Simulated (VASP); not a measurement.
OSZICAR of a VASP run on Pd:

File OSZICAR:
```
       N       E                     dE             d eps       ncg     rms           ort
SDA:   1    -0.284018522616E+02   -0.28402E+02    0.00000E+00     9   0.949E-01   0.000E+00
CGA:   2    -0.284140867024E+02   -0.12234E-01   -0.12369E-01     9   0.405E-02   0.884E-03
CGA:   3    -0.284160945045E+02   -0.20078E-02   -0.20173E-02     9   0.300E-03  -0.516E-04
CGA:   4    -0.284161907687E+02   -0.96264E-04   -0.99400E-04     9   0.978E-04  -0.345E-04
CGA:   5    -0.284161998196E+02   -0.90509E-05   -0.11105E-04     9   0.120E-04   0.185E-04
SDA:   6    -0.284162004776E+02   -0.65799E-06   -0.13642E-05     9   0.394E-05   0.539E-05
   1 F= -.28416200E+02 E0= -.28416200E+02  d E =-.179115E-16  mag=     0.0000
```

Question: Which electronic solver shows in the log?

Answer: It is steepest descent (the opening step of the all-band solvers) and then all-band conjugate gradients (ALGO = All or Conjugate). The INCAR had ALGO = All.

Question: How was spin treated?

Answer: Collinear spin (ISPIN = 2): the summary line carries one mag value, 0.00 μB in the cell.

Question: Can the final energy be trusted as converged?

Answer: The run converged. It stopped with EDIFF = 1E-6, NELM = 200 (SCAN meta-GGA, plane waves, VASP's PBE PAW potentials (set 64)). The atom may not be in its lowest state.

The cell is a free atom in a box. The total moment is imposed (NUPDOWN), so this need not be the lowest spin state.
